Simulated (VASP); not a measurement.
All values below come from optB88-vdW, VASP's PBE PAW potentials (set 64) (plane waves; VASP).

The input files of a VASP run:

File KPOINTS:
```
Automatic mesh
0
Gamma
9 9 5
0 0 0
```

POSCAR:
```
BN
1
    1.2712230378    -2.2018231076    -0.0000000000
    1.2712230378     2.2018231076    -0.0000000000
   -0.0000000000    -0.0000000000     4.2050197319
B N
2 2
Direct
  0.6666670000   0.3333330000   0.5002486094
  0.3333330000   0.6666670000   0.0002486094
  0.6666670000   0.3333330000   0.8747513906
  0.3333330000   0.6666670000   0.3747513906
```

**INCAR**
```
LWAVE=.FALSE.
EDIFF=1E-6   ! SCF stop (eV)
LASPH=.TRUE.
IBRION=2   ! conjugate gradients
PARAM1=0.1833333333
ISIF=3   ! ions, shape and volume
GGA=BO
PREC=Accurate
LCHARG=.FALSE.
LUSE_VDW=.TRUE.
ENCUT=520
SYSTEM=BN
NSW=60   ! most ionic steps
ALGO=Normal
NELM=100   ! most electronic steps
PARAM2=0.22
EDIFFG=-0.02   ! ionic stop
ISMEAR=0   ! Gaussian
SIGMA=0.05
AGGAC=0.0
LREAL=.FALSE.   ! projection in real space or not
```

POTCAR, in this order: B N (PBE.64 set). Program: vasp_std.

Output

File OSZICAR:
```
       N       E                     dE             d eps       ncg     rms          rms(c)
DAV:   1     0.538144830892E+02    0.53814E+02   -0.87762E+03   864   0.130E+03
DAV:   2    -0.305515957405E+02   -0.84366E+02   -0.78551E+02  1196   0.275E+02
DAV:   3    -0.331773073960E+02   -0.26257E+01   -0.26130E+01  1152   0.487E+01
DAV:   4    -0.331933908242E+02   -0.16083E-01   -0.16074E-01  1068   0.389E+00
DAV:   5    -0.331935755820E+02   -0.18476E-03   -0.18473E-03  1124   0.399E-01    0.100E+01
DAV:   6    -0.311175683127E+02    0.20760E+01   -0.59677E+00  1088   0.203E+01    0.456E+00
DAV:   7    -0.309665005668E+02    0.15107E+00   -0.27553E-01  1044   0.510E+00    0.277E+00
DAV:   8    -0.309266955949E+02    0.39805E-01   -0.10082E-01   968   0.289E+00    0.249E-01
DAV:   9    -0.309255708195E+02    0.11248E-02   -0.26310E-03  1120   0.548E-01    0.141E-01
DAV:  10    -0.309257411964E+02   -0.17038E-03   -0.34520E-04  1012   0.203E-01    0.269E-02
DAV:  11    -0.309257358608E+02    0.53357E-05   -0.62721E-05  1124   0.683E-02    0.113E-02
DAV:  12    -0.309257371139E+02   -0.12532E-05   -0.49589E-06  1072   0.243E-02    0.244E-03
DAV:  13    -0.309257371482E+02   -0.34228E-07   -0.16576E-07   628   0.433E-03
   1 F= -.30925737E+02 E0= -.30925737E+02  d E =-.309257E+02
       N       E                     dE             d eps       ncg     rms          rms(c)
DAV:   1    -0.309517395814E+02   -0.26002E-01   -0.70875E-01  1000   0.891E+00    0.114E+00
DAV:   2    -0.309269639632E+02    0.24776E-01   -0.66747E-02  1076   0.241E+00    0.341E-01
DAV:   3    -0.309257857224E+02    0.11782E-02   -0.54520E-03  1044   0.660E-01    0.120E-01
DAV:   4    -0.309255111651E+02    0.27456E-03   -0.38253E-04  1040   0.188E-01    0.509E-02
DAV:   5    -0.309254668306E+02    0.44334E-04   -0.85828E-05  1024   0.786E-02    0.195E-02
DAV:   6    -0.309254650823E+02    0.17483E-05   -0.46977E-06  1080   0.244E-02    0.254E-03
DAV:   7    -0.309254651296E+02   -0.47312E-07   -0.74293E-08   540   0.307E-03
   2 F= -.30925465E+02 E0= -.30925465E+02  d E =0.272019E-03
       N       E                     dE             d eps       ncg     rms          rms(c)
DAV:   1    -0.309379020840E+02   -0.12437E-01   -0.18391E-01   996   0.458E+00    0.578E-01
DAV:   2    -0.309315560996E+02    0.63460E-02   -0.16679E-02  1076   0.121E+00    0.177E-01
DAV:   3    -0.309312398300E+02    0.31627E-03   -0.14688E-03  1052   0.342E-01    0.616E-02
DAV:   4    -0.309311742601E+02    0.65570E-04   -0.97057E-05  1044   0.953E-02    0.270E-02
DAV:   5    -0.309311653083E+02    0.89518E-05   -0.22316E-05  1012   0.403E-02    0.102E-02
DAV:   6    -0.309311655189E+02   -0.21063E-06   -0.12069E-06   660   0.127E-02
   3 F= -.30931166E+02 E0= -.30931166E+02  d E =-.542837E-02
```

### OUTCAR
```
------------------------ aborting loop because EDIFF is reached ----------------------------------------
  FORCE on cell =-STRESS in cart. coord.  units (eV):
  Direction    XX          YY          ZZ          XY          YZ          ZX
  --------------------------------------------------------------------------------------
  Total        0.0011910      0.0011910     -0.0003321      0.0000000     -0.0000000      0.0000000
  in kB        0.0799402      0.0799403     -0.0222883      0.0000000     -0.0000000      0.0000000
  external PRESSURE =       0.0458641 kB  Pullay stress =       0.0000000 kB
  volume of cell :       23.87
      direct lattice vectors                 reciprocal lattice vectors
     1.277007231 -2.211841628 -0.000000000     0.391540461 -0.226055968 -0.000000000
     1.277007231  2.211841628  0.000000000     0.391540461  0.226055968  0.000000000
     0.000000000 -0.000000000  4.225450771     0.000000000 -0.000000000  0.236661141
  FREE ENERGIE OF THE ION-ELECTRON SYSTEM (eV)
  ---------------------------------------------------
  free  energy   TOTEN  =       -30.9311655189 eV

  energy  without entropy=      -30.9311655189  energy(sigma->0) =      -30.93116552

 reached required accuracy - stopping structural energy minimisation
```
(Selected blocks of OUTCAR.)

File CONTCAR:
```
BN
   1.00000000000000
     1.2770072313848173   -2.2118416277506485   -0.0000000000000000
     1.2770072313848173    2.2118416277506485    0.0000000000000000
     0.0000000000000000   -0.0000000000000000    4.2254507711156535
  B               N
     2     2
Direct
     0.6666669999999968    0.3333330000000032    0.5002750314975289
     0.3333330000000032    0.6666669999999968    0.0002750314975289
     0.6666669999999968    0.3333330000000032    0.8747249685024711
     0.3333330000000032    0.6666669999999968    0.3747249685024711
```

The compound is BN in the wurtzite structure, a metastable high-pressure form. This run relaxes it. Symmetry was kept, so distortions that lower it aren't found.
